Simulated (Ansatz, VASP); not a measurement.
# Si2Mo: VASP beside Ansatz, part 2 of 2

One calculation is typed for both programs; each brings its own data sets. How far apart do they land? The cell is taken from a series of runs on this material, whose earlier steps may have relaxed, scaled, displaced or heated it; both programs get it as it stands.

VASP 6.6.1 and Ansatz 0.2.0.

So far: Set-up; VASP: zone-centre phonons, PBEsol.

## (3) Ansatz: zone-centre phonons, PBEsol

Level of this step: Ansatz beside VASP: Kohn-Sham DFT, plane waves, PBEsol (Ansatz).

Ansatz runs on its PAW soft_1 files.

The same cell, functional, mesh and smearing now go to Ansatz, which takes its cutoff from its data sets.

Input file input.yaml:

```yaml
crystal:
  lattice:
    - [-1.5314375453, 1.5314375453, 3.981422198]
    - [1.5314375453, -1.5314375453, 3.981422198]
    - [1.5314375453, 1.5314375453, -3.981422198]
  atoms:
    - { symbol: Si, position: [0.3343205372, 0.3343205372, 0.0] }
    - { symbol: Si, position: [0.6656794628, 0.6656794628, 0.0] }
    - { symbol: Mo, position: [0.0, 0.0, 0.0] }
kpoints:
  mp_grid: { grid: [20, 20, 20] }
hamiltonian:
  xc: pbesol
  pseudopotentials: { kind: paw, azcp: { folder: soft_1 }, xc_functional: pbe }
scf:
  occupations: { method: methfessel_paxton, width: 0.2 }
output:
  eigenvalues: true
phonons:
  method: dfpt
```

Command:

```console
> ansatz run input.yaml --threads 4 --pin off --max-ram 10240MiB --backend cpu --events-out ev --progress --plain --runs-dir out
```

Numbers of over 12 decimals in the logs are rounded to 6 here.

What it wrote:

```text
zone centre: on kpoints.mp_grid the ground state, and the responses unless they are solved on pairs of k-points, stand on 1166 of the mesh's 8000 k-points, reduced under 4 symmetry operations, with k and −k counted as one. Each operation leaves every solved displacement unchanged or reverses it
Engine: ansatz 0.2.0, aarch64-unknown-linux-gnu
Pseudopotentials: kind: paw
Pseudopotential: Si, paw, valence charge 4, recommended cutoff 420 eV (normal), soft_1/Si.paw.azcp
Pseudopotential: Mo, paw, valence charge 14, recommended cutoff 420 eV (normal), soft_1/Mo.paw.azcp
Functional definition: PBEsol
  exchange = pbesol_x
  correlation = pbesol_c
Crystal: 3 atoms, lattice volume = 37.351 Å³
Basis set: ecut = 420 eV, 737 PW (Γ), exchange–correlation on 64×64×64 points (8 copies of the dense FFT grid, shifted against one another)
Bands: 15, of which v1, the nominal top of the filled ones, is band 11 counted from 1 (10 counted from 0)
Symmetry: 16 space group operations
k-points: 1166 of 8000 (irreducible under 4 space group operations, time reversal used)
Non-local potential: Si, projectors of the file, l = 0: 2, l = 1: 2, l = 2: 1
Non-local potential: Mo, projectors of the file, l = 0: 3, l = 1: 2, l = 2: 2, l = 3: 1
PAW form: soft (Blöchl's): semilocal exchange-correlation on the pseudo side does not see the compensation charge
PAW frozen core: Si, regenerated for the run's functional, and the local potential with it (the file was generated under x = pbe(κ = 0.804, μ = 0.219515), c = pbe(β = 0.066725))
PAW frozen core: Mo, regenerated for the run's functional, and the local potential with it (the file was generated under x = pbe(κ = 0.804, μ = 0.219515), c = pbe(β = 0.066725))
PAW one-centre angular grid: Si, 110 points (default); XC on 64 Gauss nodes
PAW one-centre angular grid: Mo, 590 points (default); XC on 64 Gauss nodes
Initial density: superposition of atomic densities (chi_scale 0.1, normalization cell, long waves kept (reshape's long-wave potential 0.00 eV rms))
Initial wavefunctions: pseudopotential atomic-orbital guess
Functional: x = pbesol(κ = 0.804, μ = 0.123457), c = pbesol(β = 0.046)
SCF iter   1: F=—  HF=-6143.228096 eV  |F-HF|=—  |Δ(HF+E_count)|=         —  Δρ=9.24e-2  dr2=4.52e0  ethr=3.10e-3  ⟨swp⟩=5.4  Hψ=101682  notcnv=0
preconditioner: auto → Kerker (q_TF=auto, 2.498 Å⁻¹)  [metal: Δε(μ)=0.004 eV  Ē_g=8.539 eV  σ=0.200 eV  W_gap=0.02  n_scr=10 (ndim 8)  ℏωp=22.7 eV  f_vac=0.000  D(μ)=0.59/eV (n_scr^D=2)]
SCF iter   2: F=—  HF=-6142.161855 eV  |F-HF|=—  |Δ(HF+E_count)|=    1.07e0  S|Δr|=    0.00e0  Δρ=3.26e-2  dr2=2.94e-1  ethr=3.10e-3  ⟨swp⟩=2.1  Hψ=43217  notcnv=0  defer=7
SCF iter   3: F=—  HF=-6142.099084 eV  |F-HF|=—  |Δ(HF+E_count)|=   6.28e-2  S|Δr|=    0.00e0  Δρ=1.46e-2  dr2=6.39e-2  ethr=1.34e-3  ⟨swp⟩=2.2  Hψ=25881  notcnv=0  defer=7
SCF iter   4: F=—  HF=-6142.084009 eV  |F-HF|=—  |Δ(HF+E_count)|=   1.51e-2  S|Δr|=    0.00e0  Δρ=2.43e-3  dr2=2.29e-3  ethr=2.90e-4  ⟨swp⟩=2.5  Hψ=25745  notcnv=0  defer=7
SCF iter   5: F=—  HF=-6142.083337 eV  |F-HF|=—  |Δ(HF+E_count)|=   6.72e-4  S|Δr|=    0.00e0  Δρ=2.62e-4  dr2=4.19e-5  ethr=1.04e-5  ⟨swp⟩=2.8  Hψ=29067  notcnv=0  defer=7
SCF iter   6: F=—  HF=-6142.083328 eV  |F-HF|=—  |Δ(HF+E_count)|=   9.07e-6  S|Δr|=    0.00e0  Δρ=2.60e-5  dr2=1.83e-7  ethr=1.91e-7  ⟨swp⟩=2.3  Hψ=23283  notcnv=0  defer=7
SCF iter   7: F=—  HF=-6142.083329 eV  |F-HF|=—  |Δ(HF+E_count)|=   9.87e-7  S|Δr|=    0.00e0  Δρ=3.70e-6  dr2=3.66e-9  ethr=8.31e-10  ⟨swp⟩=2.4  Hψ=28690  notcnv=0  defer=7
SCF iter   8: F=—  HF=-6142.083329 eV  |F-HF|=—  |Δ(HF+E_count)|=  5.40e-10  S|Δr|=    0.00e0  Δρ=6.36e-7  dr2=1.82e-10  ethr=1.66e-11  ⟨swp⟩=2.4  Hψ=28741  notcnv=0  defer=7
SCF iter   9: F=-6142.083329 eV  HF=-6142.083329 eV  |F-HF|=0.00e0  |Δ(HF+E_count)|=  3.64e-11  S|Δr|=    0.00e0  Δρ=6.73e-8  dr2=1.36e-12  ethr=1.00e-12  ⟨swp⟩=6.2  Hψ=79288  notcnv=0
SCF 1 converged in 9 iterations: F = -6142.083329 eV  dr2 = 1.36e-12
  greatest PAW one-centre occupation: 0.999 electrons in one spin orbital (limit 2), on the Mo atom at site 2 (counted from 0), in its partial waves of l = 0
DFPT response loops at Γ: preconditioner auto → Kerker (q_TF=auto, 2.498 Å⁻¹) (partly filled bands, converged f_vac=0.000); β = 1.00, the filter's whole step (`scf.mixing.beta` (0.50) is not read by the response loops under this deck's `scf.mixing.preconditioner`; to damp them name `kerker` or `kerker_dos`, under which they read `scf.mixing.beta`, and type it under 1.00, their step now; both keys bind the ground state too); Broyden in place of MSR1
SCF converged after 9 iterations
Stability not checked: this state was not tested for a lower state beside it, because cold or Methfessel-Paxton smearing, or corrected tetrahedra, fill the levels in a way that the test cannot read (fill_not_monotonic; see scf.lower_state_search)
Free energy (F): -6142.083329 eV
Harris-Foulkes:  -6142.083329 eV  (|F-HF|=0.00e0)
Internal energy: -6142.083684 eV  (E = F + TS)
E sigma→0 (E₀):  -6142.083418 eV
Entropy (-TS):   0.000355 eV (0.118 meV/atom)
Fermi energy:    17.436340 eV
--- Per-component energies (eV) ---
  E_band       = -19.394140
  E_kinetic    = 519.432902
  E_local      = -1091.792023  (includes V_loc(G=0)·N_el)
  E_nonlocal   = 195.857639
  E_hartree    = 423.275006
  E_xc         = -294.350635
  E_vxc        = -324.461423  (∫ρ·V_xc dr)
  E_paw        = -4150.546531  (= ΣΔE_a)
  E_vpaw       = -164.981384  (= ΣTr[D̂ρ^β])
  E_aug_tail   = 0.000127  (compensation charges beyond the density's cutoff)
  E_ewald      = -1744.232591
  E_core_change = 0.272421  (= ΣΔE_core)
  E_smearing   = 0.000355  (= −TS)
  E_closure    = 0.000000  (closes the sum)
  Σ components = -6142.083329   (vs F -6142.083329, Δ=0.00e0)
--- Band table (eV; the first three rows and the last of 1166) ---
  k-point 0: bands = [... 7 lower, 13.8031, 14.7766, 14.7766, 18.0883, 20.2511, 21.2946, 21.3990, 21.5744]
  k-point 1: bands = [... 7 lower, 13.8393, 14.5192, 14.9960, 17.7559, 20.4698, 20.8797, 21.2264, 21.6044]
  k-point 2: bands = [... 7 lower, 13.8975, 13.9483, 15.3898, 16.9347, 20.3469, 20.8383, 21.1133, 21.6753]
  k-point 1165: bands = [... 7 lower, 14.8011, 16.6551, 16.6551, 17.2687, 17.2687, 18.1987, 21.2719, 23.1046]
--- Phonons (Γ-DFPT): 4 representative perturbations + reference, on 1166 of 8000 k-points (Σ response iterations 12) ---
  k mesh reduced under 4 symmetry operations, with k and −k counted as one. Each operation leaves every solved displacement unchanged or reverses it
  ASR residual: 2.943e-5 → 0.000e0 eV/Å²; symmetrization residual: 4.873e-6 eV/Å²
  ASR residual per site (eV/Å²): 1.72e-5 1.72e-5 2.94e-5
  Γ frequencies (cm⁻¹): 0.00 0.00 0.00 323.23 323.23 327.81 381.28 381.28 429.39
  non-analytic LO–TO correction: not included (Born effective charges unavailable; polar crystals: no LO–TO splitting at Γ)
```

Reading the cycles: dr2 is the Hartree energy of the density residual (eV), the measure of convergence; HF is the Harris–Foulkes estimate of the energy, which meets the free energy F at convergence.

## (4) Differences

Known differences besides the potentials themselves: the cutoff is 420 eV in Ansatz and 500 eV in VASP; Ansatz makes its cores anew for this functional, VASP keeps those of its PBE data sets. Total energies have different zeros and are not compared.

Compared:

| quantity | Ansatz | VASP | difference |
| --- | --- | --- | --- |
| optical mode 1 to 2 (cm⁻¹) | 323.2 | 324.6 | -0.41 % |
| optical mode 3 (cm⁻¹) | 327.8 | 329.3 | -0.44 % |
| optical mode 4 to 5 (cm⁻¹) | 381.3 | 382.0 | -0.19 % |
| optical mode 6 (cm⁻¹) | 429.4 | 430.1 | -0.17 % |

Modes are paired by rising frequency, not by their patterns, so a pair may set unlike modes beside each other; they are those without the splitting of longitudinal modes.

## (5) Results

```json
{"r.m.s. difference of the optical zone-centre modes, each program's sorted by frequency (zone-centre phonons, PBEsol)": "1.1 cm⁻¹"}
```

The r.m.s. difference of the optical zone-centre modes, each program's sorted by frequency is 1.1 cm⁻¹ (zone-centre phonons, PBEsol). How closely two codes agree says nothing of how well the functional describes the real material.

[Lines on the potential files, build, host, timing and source positions are cut from VASP's logs without a mark.]

[Logs are printed without paths, hosts, clocks, repeated set-up lines and the standing remarks that a program may print on its own settings, such as how far it seeks lower states.]

[Hosts, paths, dates, database ids (printed as entryN), source tags and the programs' standing remarks are cut or masked in the printed files.]
